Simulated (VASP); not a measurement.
Level of theory: rev-vdW-DF2, VASP's PBE PAW potentials (set 64) (plane waves; VASP).

VASP ran on this input.

### KPOINTS
```
K-points
0
G
16 16 16
0 0 0
```

File POSCAR:
```
Mo
1
   -1.5905950736     1.5905950736     1.5905950736
    1.5905950736    -1.5905950736     1.5905950736
    1.5905950736     1.5905950736    -1.5905950736
Mo
1
Direct
  0.0000000000   0.0000000000   0.0000000000
```

### INCAR
```
LUSE_VDW = .TRUE.
PREC = Accurate
LREAL = .FALSE.   ! projection in real space or not
ZAB_VDW = -1.8867
PARAM1 = 0.1234568
PARAM2 = 0.7114
LASPH = .TRUE.   ! aspherical one-centre terms
ENCUT = 520
LCHARG = .FALSE.
EDIFF = 1E-7   ! SCF stop (eV)
NELM = 100   ! most electronic steps
LWAVE = .FALSE.
AGGAC = 0.0
LMAXMIX = 4
ISIF = 2   ! forces and stress, cell fixed
GGA = MK
ISMEAR = 1
SIGMA = 0.1   ! width (eV)
ALGO = Normal
SYSTEM = Mo
```

POTCAR, in this order: Mo_sv (PBE.64 set). Program: vasp_std.

Question: What will the output report for the number of irreducible k-points (NKPTS), largest plane-wave count, number of space-group operations, FFT grid (NGX, NGY, NGZ)?

Answer: 
- number of irreducible k-points (NKPTS): 145
- largest plane-wave count: 456
- number of space-group operations: 48
- FFT grid (NGX, NGY, NGZ): 20 × 20 × 20

The compound is Mo in the bcc structure. This cell is one point of a volume scan, at 1.03 of the reference volume.
